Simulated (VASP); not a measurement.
Given:

```
CELL_PARAMETERS angstrom
      4.39549     0.00000     0.00000
      0.00000     4.39549     0.00000
      0.00000     0.00000     4.39549
ATOMIC_POSITIONS crystal
  Mg 0.00000 0.50000 0.50000
  Mg 0.50000 0.00000 0.50000
  Mg 0.50000 0.50000 0.00000
  Cd 0.00000 0.00000 0.00000
  O  0.50000 0.00000 0.00000
  O  0.00000 0.50000 0.00000
  O  0.00000 0.00000 0.50000
  O  0.50000 0.50000 0.50000
```

Method: r2SCAN meta-GGA, VASP's PBE PAW potentials (set 64) (plane waves; VASP). Numerical set-up: 520 eV cut-off, 9×9×9 Γ-centred mesh, Gaussian smearing of 0.010 eV, potentials Mg Cd O.

Task: What does the run give for the energy per atom (σ→0)?

Result: 
The energy per atom (σ→0) is -9.478 eV/atom.

The structure comes from a computed database's Mg3CdO4 entry (Pm-3m); how it stands against other phases isn't given here. It was relaxed first.
